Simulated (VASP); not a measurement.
Here is the system:

```yaml
crystal:
  lattice:
    - [2.66153, 0.00000, 0.00000]
    - [0.00000, 2.66153, 0.00000]
    - [0.00000, 0.00000, 3.23638]
  atoms:
    - { symbol: Zn, position: [0.50000, 0.50000, 0.50000] }
    - { symbol: Ni, position: [0.00000, 0.00000, 0.00000] }
```

Calculation: PBEsol GGA, VASP's PBE PAW potentials (set 64) (plane waves; VASP). Run with 530 eV cut-off, 12×12×10 Γ-centred mesh, first-order Methfessel-Paxton smearing of 0.10 eV, potentials Zn Ni.

Finite-difference elastic constants of metals are sensitive to mesh and smearing; shear constants can be off by tens of GPa.

Task: Give the elastic stiffness tensor with the ions relaxed (GPa, in the frame of the cell).

Result: 
```
     xx   yy   zz   yz   xz    xy
--  ---  ---  ---  ---  ---  ----
xx  265  105  154  0.0  0.0   0.0
yy  105  265  154  0.0  0.0   0.0
zz  154  154  211  0.0  0.0   0.0
yz  0.0  0.0  0.0  122  0.0   0.0
xz  0.0  0.0  0.0  0.0  122   0.0
xy  0.0  0.0  0.0  0.0  0.0  76.3
```

Task: Estimate the Hill bulk modulus, Hill shear modulus, Young's modulus, Poisson's ratio.

Result: 
```json
{
 "hill_bulk_modulus": "174 GPa",
 "hill_shear_modulus": "76.0 GPa",
 "Young's modulus": "199 GPa",
 "Poisson's ratio": "0.309"
}
```

The structure comes from a measured ZnNi entry (P4/mmm) of the Crystallography Open Database, whose conditions weren't checked. It was relaxed first, which changed the volume by -6 %. The run is not spin-polarised, so no magnetic state was tried.
